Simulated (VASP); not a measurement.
A cell of KCl (rock salt) near equilibrium:

```
KCl
1.0
    0.00000     3.14500     3.14500
    3.14500     0.00000     3.14500
    3.14500     3.14500     0.00000
K Cl
1 1
Direct
  0.00000   0.00000   0.00000
  0.50000   0.50000   0.50000
```

All values below come from r2SCAN meta-GGA, VASP's PBE PAW potentials (set 64) (plane waves; VASP).

```csv
run,ΔE (meV/atom),σxx,σyy,σzz,"largest shear component, with its sign (GPa)",gap (eV)
as it is,0.0,-0.02,-0.02,-0.02,0.00,5.83
after one change,3.1,-0.18,-1.15,-0.18,0.00,5.72
```
Stress is in GPa, positive when the cell is compressed; gaps are those on the k-mesh, and 0.00 means metallic.

Question: What was changed between the two runs?
(A) uniaxial strain of +3.0 % along y
(B) uniaxial strain of +2.0 % along x
(C) uniaxial strain of +4.0 % along x

Answer: A, uniaxial strain of +3.0 % along y

The compound is KCl in the rock salt structure. The cell was not relaxed at this level.
